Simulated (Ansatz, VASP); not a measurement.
# Cross-check of ZrInSn (ZrInSn in the AlB2 type) between VASP and Ansatz, part 2 of 2

One calculation is typed for both programs; each brings its own data sets. How far apart do they land? The cell is generated by rule, not measured, and may not be a known phase. The cell is taken from a series of runs on this material, whose earlier steps may have relaxed, scaled, displaced or heated it; both programs get it as it stands.

VASP 6.6.1 and Ansatz 0.2.0.

So far: Set-up; Ansatz: relaxation of cell and atoms, PBE, pair 1; VASP: relaxation of cell and atoms, PBE, pair 1; Comparison.

## 5. VASP: relaxation of cell and atoms, PBE, pair 2

Level of this step: PBE; plane waves and PAW (Zr_sv, Sn_d, In_d); invented cell (VASP).

The relaxed volume is the usual yardstick between codes: in a stiff, nearly cubic crystal its relative difference is about their pressure difference at one cell divided by the bulk modulus.

INCAR

```
SYSTEM = ZrInSn
PREC = Accurate
ENCUT = 500
EDIFF = 1E-07
NELM = 120
ISMEAR = 0
SIGMA = 0.1
LREAL = .FALSE.
ALGO = Normal
GGA = PE
NBANDS = 25
LASPH = .TRUE.
LORBIT = 11
LWAVE = .FALSE.
LCHARG = .FALSE.
ISIF = 3
IBRION = 2
NSW = 80
EDIFFG = -0.005
GGA_COMPAT = .FALSE.
NELMIN = 4
KPAR = 2
```

POSCAR

```
ZrInSn
1.0
    5.1785880000      0.0000000000      0.0000000000
   -2.5892940000      4.4847890000      0.0000000000
    0.0000000000      0.0000000000      3.0229940000
Zr Sn In
1 1 1
Direct
    0.0000000000      0.0000000000      0.0000000000
    0.3333332962      0.6666665923      0.5000000000
    0.6666667038      0.3333334077      0.5000000000
```

KPOINTS

```
Automatic mesh
0
Gamma
9 9 10
0 0 0
```

PAW data sets: Zr_sv, Sn_d and In_d (PBE family, release 64).

The run is started by

```console
> mpirun -np 2 vasp_std
```

Numbers of over 12 decimals in the logs are rounded to 6 here.

The program printed:

```text
[... set-up lines as in an earlier step ...]
 entering main loop
       N       E                     dE             d eps       ncg     rms          rms(c)
DAV:   1     0.404653170302E+03    0.40465E+03   -0.19502E+04  3625   0.217E+03
DAV:   2     0.283152153350E+02   -0.37634E+03   -0.36965E+03  3675   0.515E+02
DAV:   3    -0.136669451851E+02   -0.41982E+02   -0.41531E+02  4564   0.179E+02
DAV:   4    -0.157423662553E+02   -0.20754E+01   -0.20654E+01  5807   0.359E+01
[...]
DAV:  12    -0.151979609209E+02   -0.22306E-05   -0.25160E-06  4702   0.122E-02    0.390E-03
DAV:  13    -0.151979603292E+02    0.59175E-06   -0.20399E-07  3446   0.355E-03    0.905E-04
DAV:  14    -0.151979602733E+02    0.55883E-07   -0.35109E-08  2342   0.177E-03
   1 F= -.15197960E+02 E0= -.15191950E+02  d E =-.151980E+02
[...]
2 F= -.15198492E+02 E0= -.15192582E+02  d E =-.531750E-03
[...]
3 F= -.15198696E+02 E0= -.15192751E+02  d E =-.735237E-03
[...]
4 F= -.15198695E+02 E0= -.15192750E+02  d E =-.734985E-03
[...]
5 F= -.15198741E+02 E0= -.15192801E+02  d E =-.453265E-04
 trial-energy change:   -0.000045  1 .order   -0.000045   -0.000082   -0.000008
 step:   1.0291(harm=  1.0291)  dis= 0.00000  next Energy=   -15.198741 (dE=-0.456E-04)
 reached required accuracy - stopping structural energy minimisation
```

OUTCAR, selected parts (step 5):

```text
  Total       -0.0045982     -0.0045982      0.0042087      0.0000000      0.0000000      0.0000000
  in kB       -0.1056136     -0.1056136      0.0966693      0.0000000      0.0000000      0.0000000
  external PRESSURE =      -0.0381860 kB  Pullay stress =       0.0000000 kB

 POSITION                                       TOTAL-FORCE (eV/Angst)
 -----------------------------------------------------------------------------------
      0.00000      0.00000      0.00000        -0.000000      0.000000      0.000000
      0.00000      2.98102      1.51064         0.000000      0.000000      0.000000
      2.58164      1.49051      1.51064        -0.000000     -0.000000      0.000000
 -----------------------------------------------------------------------------------
    total drift:                                0.000000      0.000042     -0.000000

  FREE ENERGIE OF THE ION-ELECTRON SYSTEM (eV)
  ---------------------------------------------------
  free  energy   TOTEN  =       -15.1987405847 eV

  energy  without entropy=      -15.1868623117  energy(sigma->0) =      -15.19280145

[... 1 part as in an earlier step ...]

[... 3 further parts left out ...]
[key lines of the parts left out:]
E-fermi :   9.4278
```

## 6. Ansatz: relaxation of cell and atoms, PBE, pair 2

The same cell, functional, mesh and smearing now go to Ansatz, which takes its cutoff from its data sets.

The cell is taken from a series of runs on this material, whose earlier steps may have relaxed, scaled, displaced or heated it; both programs get it as it stands.

input.yaml

```yaml
crystal:
  lattice:
    - [5.178587815, 0.0, 0.0]
    - [-2.5892939075, 4.4847886035, 0.0]
    - [0.0, 0.0, 3.0229935938]
  atoms:
    - { symbol: Zr, position: [0.0, 0.0, 0.0] }
    - { symbol: Sn, position: [0.3333333333, 0.6666666667, 0.5] }
    - { symbol: In, position: [0.6666666667, 0.3333333333, 0.5] }
kpoints:
  mp_grid: { grid: [9, 9, 10] }
hamiltonian:
  xc: pbe
  pseudopotentials: { kind: paw, azcp: { folder: soft_1 } }
scf:
  occupations: { method: gaussian, width: 0.1 }
output:
  forces: true
  stress: true
  eigenvalues: true
relax:
  adjacent_minimum: "off"
  f_tol: 0.005
  max_steps: 80
  cell: { stress_tol: 0.05 }
```

The run is started by

```console
> ansatz run input.yaml --threads 4 --pin off --max-ram 12288MiB --backend cpu --events-out ev --progress --plain --runs-dir out
```

The program printed:

```text
[...]
Crystal: 3 atoms, lattice volume = 70.209 Å³
Basis set: ecut = 420 eV, 1337 PW (Γ), exchange–correlation on 72×72×48 points (8 copies of the dense FFT grid, shifted against one another)
Bands: 24, of which v1, the nominal top of the filled ones, is band 20 counted from 1 (19 counted from 0)
Symmetry: 12 space group operations
[...]
k-points: 72 of 810 (time reversal used)
[...]
--- Relaxed structure (3 steps of the walk, 3 accepted, 1 SCFs on fresh bases) ---
[...]
cell:  # Å, volume = 69.7483 Å³
    - [5.162940, 0, 0]
    - [-2.581470, 4.471237, -2.9438704791369667e-19]
    - [0, -1.984330229622065e-19, 3.021404]
  atoms:
    - { symbol: Zr, position: [0, 0, 0] }
    - { symbol: Sn, position: [0.333333, 0.666667, 0.5] }
    - { symbol: In, position: [0.666667, 0.333333, 0.5] }
[key lines of the parts left out:]
SCF converged after 5 iterations
Free energy (F): -15806.339153 eV
Fermi energy:    13.229947 eV
P = ⅓ Tr σ = -0.0036 GPa (-0.036 kbar)
```

## 7. Differences

Compared:

| quantity | Ansatz | VASP | difference |
| --- | --- | --- | --- |
| volume (Å³) | 69.75 | 69.75 | -0.01 % |
| edge a after relaxation, in the typed setting (Å) | 5.163 | 5.163 | -0.01 % |
| edge c after relaxation, in the typed setting (Å) | 3.021 | 3.021 | +0.00 % |

## 8. VASP: zone-centre phonons, PBE

Second derivatives magnify differences that forces hide, and they need a tight electronic threshold.

INCAR

```
SYSTEM = ZrInSn
PREC = Accurate
ENCUT = 500
EDIFF = 1E-08
NELM = 120
ISMEAR = 1
SIGMA = 0.2
LREAL = .FALSE.
ALGO = Normal
GGA = PE
NBANDS = 25
LASPH = .TRUE.
LORBIT = 11
LWAVE = .FALSE.
LCHARG = .FALSE.
ISIF = 2
IBRION = 8
GGA_COMPAT = .FALSE.
KPAR = 2
```

POSCAR

```
ZrInSn
1.0
    5.1552619050      0.0000000000      0.0000000000
   -2.5776309525      4.4645877729      0.0000000000
    0.0000000000      0.0000000000      3.0243364950
Zr Sn In
1 1 1
Direct
    0.0000000000      0.0000000000      0.0000000000
    0.3333333333      0.6666666667      0.5000000000
    0.6666666667      0.3333333333      0.5000000000
```

KPOINTS

```
Automatic mesh
0
Gamma
4 4 6
0 0 0
```

The run is started by

```console
> mpirun -np 2 vasp_std
```

The program printed:

```text
[... set-up lines as in an earlier step ...]
 entering main loop
       N       E                     dE             d eps       ncg     rms          rms(c)
DAV:   1     0.404700976690E+03    0.40470E+03   -0.19596E+04   800   0.217E+03
DAV:   2     0.279185099129E+02   -0.37678E+03   -0.37051E+03   800   0.511E+02
DAV:   3    -0.135032332135E+02   -0.41422E+02   -0.40784E+02   992   0.177E+02
DAV:   4    -0.157132311923E+02   -0.22100E+01   -0.21948E+01  1309   0.359E+01
[...]
DAV:  15    -0.151512914525E+02    0.79533E-07   -0.35004E-08   896   0.119E-03    0.344E-04
DAV:  16    -0.151512914160E+02    0.36468E-07   -0.31760E-09   521   0.390E-04    0.123E-04
DAV:  17    -0.151512914095E+02    0.65411E-08   -0.91267E-10   468   0.261E-04
   1 F= -.15151291E+02 E0= -.15144128E+02  d E =-.214892E-01
 Linear response reoptimize wavefunctions to high precision
DAV:   1    -0.151512914099E+02   -0.40382E-09   -0.43779E-10   519   0.179E-04
DAV:   2    -0.151512914099E+02   -0.44565E-10   -0.24839E-10   466   0.124E-04
 Linear response DOF=           6
 Linear response progress:
[...]
RMM:  15    -0.242837727095E+00    0.44007E-07   -0.16657E-07  5071   0.730E-04    0.196E-05
RMM:  16    -0.242837754868E+00   -0.27773E-07   -0.48417E-07  5170   0.563E-04    0.233E-05
RMM:  17    -0.242837756800E+00   -0.19320E-08   -0.95079E-08  5108   0.450E-04    0.490E-05
 first order change of Fermi-energy   0.12442E-03
 force on displaced ion       3 direction 1 :  -3.581  -0.000   0.000
 Linear response progress:
  Degree of freedom:   6/  6
       N       E                     dE             d eps       ncg     rms          rms(c)
RMM:   1    -0.223616235802E+00   -0.22362E+00   -0.95006E-02  1130   0.341E+00
RMM:   2    -0.226928363755E+00   -0.33121E-02   -0.16633E-02  1546   0.654E-01    0.542E-02
RMM:   3    -0.226800909352E+00    0.12745E-03   -0.16660E-03  1655   0.223E-01    0.227E-02
RMM:   4    -0.226661795743E+00    0.13911E-03   -0.23722E-04  1758   0.967E-02    0.177E-02
[...]
RMM:  14    -0.226572769780E+00    0.12478E-06    0.13090E-08  2162   0.481E-04    0.574E-04
RMM:  15    -0.226572730691E+00    0.39089E-07    0.40004E-08  2185   0.369E-04    0.623E-04
RMM:  16    -0.226572718184E+00    0.12507E-07    0.35122E-08  2164   0.297E-04    0.657E-04
 first order change of Fermi-energy  -0.15437E-03
 force on displaced ion       3 direction 3 :  -0.000  -0.000  -0.877
 Linear response finished
```

OUTCAR, selected parts (step 8):

```text
  Total        0.2959490      0.2959490      0.1647030      0.0000000     -0.0000000     -0.0000000
  in kB        6.8118538      6.8118538      3.7909661      0.0000000     -0.0000000     -0.0000000
  external PRESSURE =       5.8048912 kB  Pullay stress =       0.0000000 kB

 POSITION                                       TOTAL-FORCE (eV/Angst)
 -----------------------------------------------------------------------------------
      0.00000      0.00000      0.00000         0.000000      0.000000      0.000000
     -0.00000      2.97639      1.51217         0.000000      0.000000      0.000000
      2.57763      1.48820      1.51217        -0.000000      0.000000      0.000000
 -----------------------------------------------------------------------------------
    total drift:                                0.000000     -0.000000      0.000000

[... 2 further parts left out ...]
```

## 9. Ansatz: zone-centre phonons, PBE

The same cell, functional, mesh and smearing now go to Ansatz, which takes its cutoff from its data sets.

The cell is taken from a series of runs on this material, whose earlier steps may have relaxed, scaled, displaced or heated it; both programs get it as it stands.

input.yaml

```yaml
crystal:
  lattice:
    - [5.155261905, 0.0, 0.0]
    - [-2.5776309525, 4.4645877729, 0.0]
    - [0.0, 0.0, 3.024336495]
  atoms:
    - { symbol: Zr, position: [0.0, 0.0, 0.0] }
    - { symbol: Sn, position: [0.3333333333, 0.6666666667, 0.5] }
    - { symbol: In, position: [0.6666666667, 0.3333333333, 0.5] }
kpoints:
  mp_grid: { grid: [4, 4, 6] }
hamiltonian:
  xc: pbe
  pseudopotentials: { kind: paw, azcp: { folder: soft_1 } }
scf:
  occupations: { method: methfessel_paxton, width: 0.2 }
output:
  eigenvalues: true
phonons:
  method: dfpt
  qmesh: [2, 2, 2]
  temperatures: { t_max: 1000, t_step: 50 }
  qpath:
    path:
      - [[0.0, 0.0, 0.0], [0.5, 0.0, 0.0], [0.33333333, 0.33333333, 0.0], [0.0, 0.0, 0.0], [0.0, 0.0, 0.5], [0.5, 0.0, 0.5], [0.33333333, 0.33333333, 0.5], [0.0, 0.0, 0.5]]
      - [[0.5, 0.0, 0.5], [0.5, 0.0, 0.0]]
      - [[0.33333333, 0.33333333, 0.5], [0.33333333, 0.33333333, 0.0]]
    npoints: 10
```

The run is started by

```console
> ansatz run input.yaml --threads 4 --pin off --max-ram 12288MiB --backend cpu --events-out ev --progress --plain --runs-dir out
```

The program printed:

```text
[...]
Crystal: 3 atoms, lattice volume = 69.608 Å³
Basis set: ecut = 420 eV, 1337 PW (Γ), exchange–correlation on 72×72×48 points (8 copies of the dense FFT grid, shifted against one another)
Bands: 24, of which v1, the nominal top of the filled ones, is band 20 counted from 1 (19 counted from 0)
Symmetry: 12 space group operations
k-points: 16 of 96 (time reversal used)
[...]
largest difference from the sums on the solved wave vectors: F 1.32e-1 eV, S 1.75e-4 and C_V 4.29e-5 eV/K
  zero-point energy: 0.049771 eV/cell   skipped modes (ω ≤ 0): 166, of them read as no rigid motion or as one in doubt: 163 (6.276e-1 modes/cell left out, lowest -51.68 cm⁻¹)   left out of the sums: 6.98e-2 of the cell's modes: C_V's classical limit lies that fraction below 3 k_B per atom; for a crystal, a wire or a layer, F and S can be off by more, and a phonons.interpolated_qmesh denser along its periods is the remedy for the sampling
[key lines of the parts left out:]
SCF converged after 11 iterations
Free energy (F): -15806.291920 eV
Fermi energy:    13.275183 eV
```

## 10. Differences

What differs besides the data sets and the points named for the pairs above, as far as they apply: VASP's run holds the zone centre alone. Total energies have different zeros and are not compared.

Compared:

| quantity | Ansatz | VASP | difference |
| --- | --- | --- | --- |
| optical mode 1 (cm⁻¹) | 34.5 | 36.1 | -1.5 |
| optical mode 2 to 3 (cm⁻¹) | 81.5 | 85.0 | -4.08 % |
| optical mode 4 (cm⁻¹) | 98.6 | 99.4 | -0.79 % |
| optical mode 5 to 6 (cm⁻¹) | 118.2 | 120.5 | -1.95 % |

Modes are paired by rising frequency, not by their patterns, so a pair may set unlike modes beside each other; they are those without the splitting of longitudinal modes.

## 11. Outcome

```yaml
difference_in_edge_c_after_relaxation_in_the_typed_setting_relaxation_of_cell_and_atoms_pbe_pair_1: -0.0066 %
difference_in_volume_relaxation_of_cell_and_atoms_pbe_pair_2: -0.0093 %
r_m_s_difference_of_the_optical_zone_centre_modes_each_program_s_sorted_by_frequency_zone_centre_phonons_pbe: 2.5 cm⁻¹
difference_in_optical_mode_2_to_3_zone_centre_phonons_pbe: -4.1 %
```

**Reading.** The difference in volume is -0.0093 % (relaxation of cell and atoms, PBE, pair 2), within the 1.2 % picked in this series as the mark of a large difference, as far as the stopping tolerances let one tell. Among the rows given in per cent, the largest difference of the zone-centre phonons, PBE pair is in optical mode 2 to 3, -4.1 %. 1 further run of this series is not shown here. Such differences can come from data sets, numerical settings and the points named under the comparisons, not from the functional's error against experiment.

[Lines on the potential files, build, host, timing and source positions are cut from VASP's logs without a mark.]

[Logs are printed without paths, hosts, clocks, repeated set-up lines and the standing remarks that a program may print on its own settings, such as how far it seeks lower states.]

[Hosts, paths, dates, database ids (printed as entryN), source tags and the programs' standing remarks are cut or masked in the printed files.]
